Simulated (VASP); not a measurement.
## SiAs7O12 (a cell with a defect) (Arsenolite): single point with PBE

SiAs7O12 (a cell with a defect) (Arsenolite):

```
Si As O
1.0
     0.00000    5.53672    5.53672
     5.53672    0.00000    5.53672
     5.53672    5.53672    0.00000
Si As O
1 7 12
Cartesian
  4.7399 4.7399 4.7399
  9.4306 7.1106 7.1106
  6.7542 6.7542 4.4073
  7.1106 9.4306 7.1106
  4.4073 6.7542 6.7542
  9.4248 9.4248 9.4248
  6.7542 4.4073 6.7542
  7.1106 7.1106 9.4306
  6.2801 8.2596 8.2596
  5.5164 3.5779 5.5164
  10.2425 8.2670 8.2670
  5.5079 7.4833 5.5079
  8.2596 6.2801 8.2596
  5.5164 5.5164 3.5779
  8.2670 10.2425 8.2670
  5.5079 5.5079 7.4833
  7.4833 5.5079 5.5079
  8.2596 8.2596 6.2801
  3.5779 5.5164 5.5164
  8.2670 8.2670 10.2425
```

```
Program                : VASP 6.6.1
Task                   : single point
Functional             : PBE
Potentials or basis    : VASP PAW PBE potentials, release 64 (Si, As, O)
Cutoff                 : 520 eV
k mesh                 : 3 × 3 × 3
Occupations            : fermi-dirac, width 0.01 eV
Spin                   : no spin polarisation
Dipole correction      : no
Charge                 : 1
Further INCAR settings : LREAL = Auto; ALGO = Fast; EDIFF = 1e-07; NBANDS = 72; NELECT = 110.0
```

* Largest force: 0.298 eV/Å
* Band gap on the k mesh: 2.66 eV, direct

Forces in eV/Å, atoms in the order of the input:
```
Si  -0.055 -0.055 -0.055
As   0.154 -0.163 -0.163
As   0.126  0.126 -0.203
As  -0.163  0.154 -0.163
As  -0.203  0.126  0.126
As   0.172  0.172  0.172
As   0.126 -0.203  0.126
As  -0.163 -0.163  0.154
O   -0.081 -0.002 -0.002
O    0.014 -0.085  0.014
O    0.086  0.001  0.001
O   -0.010  0.083 -0.010
O   -0.002 -0.081 -0.002
O    0.014  0.014 -0.085
O    0.001  0.086  0.001
O   -0.010 -0.010  0.083
O    0.083 -0.010 -0.010
O   -0.002 -0.002 -0.081
O   -0.085  0.014  0.014
O    0.001  0.001  0.086
```

Levels at points of the mesh, in eV from the valence-band top:
| k point | band 52 | band 53 | band 54 | band 55 | band 56 | band 57 | band 58 | band 59 |
| --- | --- | --- | --- | --- | --- | --- | --- | --- |
| (0.00, 0.00, 0.00) | -0.37 | -0.08 | -0.02 | -0.02 | 2.96 | 3.88 | 3.88 | 4.38 |

It took 4.3 min on 1 thread of AMD EPYC 9R45 (Zen 5) (shared host), peak memory 0.47 GiB.

Caveat: the cell carries a net charge on a neutralising background, which shifts energy and pressure; the cell is charged against a uniform background, so pressure and absolute levels hang on convention.
